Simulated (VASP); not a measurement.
Set up this calculation in VASP 6.6.1, as the native input.

```
Task                            : RPA correlation energy
Functional                      : PBE
Potentials or basis             : VASP PAW PBE potentials, release 64 (Pd_GW)
Cutoff                          : 450 eV
k mesh                          : 8 × 8 × 8
Occupations                     : gaussian, width 0.05 eV
Spin                            : no spin polarisation
Cutoff of the response function : 250
Frequency points                : 12
Further INCAR settings          : ALGO = ACFDT; EDIFF = 1e-08; NBANDS = 332
```

The system is Pd.

```
Pd
1.0
     0.00000    1.93624    1.93624
     1.93624    0.00000    1.93624
     1.93624    1.93624    0.00000
Pd
1
Cartesian
  3.8725 1.9362 1.9362
```

The input as run:

POSCAR

```
Pd
1.0
    0.0000000000      1.9362400000      1.9362400000
    1.9362400000      0.0000000000      1.9362400000
    1.9362400000      1.9362400000      0.0000000000
Pd
1
Direct
    0.0000000000      1.0000000000      1.0000000000
```

INCAR.step1

```
PREC = Accurate
ENCUT = 450
EDIFF = 1E-8
ISMEAR = 0
SIGMA = 0.05
LREAL = F
LASPH = T
NELM = 100
ALGO = Normal
LWAVE = T
LCHARG = F
GGA = PE
```

INCAR.step2

```
PREC = Accurate
ENCUT = 450
EDIFF = 1E-8
ISMEAR = 0
SIGMA = 0.05
LREAL = F
LASPH = T
NELM = 1
ALGO = EIGENVAL
LWAVE = F
LCHARG = F
GGA = PE
LHFCALC = T
AEXX = 1.0
ALDAC = 0.0
AGGAC = 0.0
ISTART = 1
PRECFOCK = Fast
```

INCAR.step3

```
PREC = Accurate
ENCUT = 450
EDIFF = 1E-8
ISMEAR = 0
SIGMA = 0.05
LREAL = F
LASPH = T
NELM = 1
ALGO = Exact
LWAVE = T
LCHARG = F
GGA = PE
NBANDS = 332
LOPTICS = T
ISTART = 1
```

INCAR.step4

```
PREC = Accurate
ENCUT = 450
EDIFF = 1E-8
ISMEAR = 0
SIGMA = 0.05
LREAL = F
LASPH = T
NELM = 100
ALGO = ACFDT
LWAVE = F
LCHARG = F
GGA = PE
NBANDS = 332
ENCUTGW = 250
NOMEGA = 12
ISTART = 1
PRECFOCK = Fast
```

KPOINTS

```
Automatic mesh
0
Gamma
  8 8 8
```

Potentials or basis: VASP PAW PBE potentials, release 64 (Pd_GW).

Run with:

```console
$ cat potpaw_PBE.64/Pd_GW/POTCAR > POTCAR
$ cp INCAR.step1 INCAR
$ mpirun -np 1 vasp_std > vasp.out
$ cp INCAR.step2 INCAR
$ mpirun -np 1 vasp_std > vasp.out
$ cp INCAR.step3 INCAR
$ mpirun -np 1 vasp_std > vasp.out
$ cp INCAR.step4 INCAR
$ mpirun -np 1 vasp_std > vasp.out
```

Results of the run:

```yaml
Band_gap_on_the_k_mesh_mean-field_level: none (metal or under the smearing width)
RPA_correlation_energy: -18.252 eV/atom
RPA_total_energy_per_cell: -26.498 eV
RPA_correlation_energy_per_cell: -18.252 eV
```

Caveat: the ground state has no gap, which makes the many-body step unreliable.

It took 18 min on 1 thread of Intel(R) Xeon(R) 6975P-C (Granite Rapids), on a shared host, peak memory 1.2 GiB.
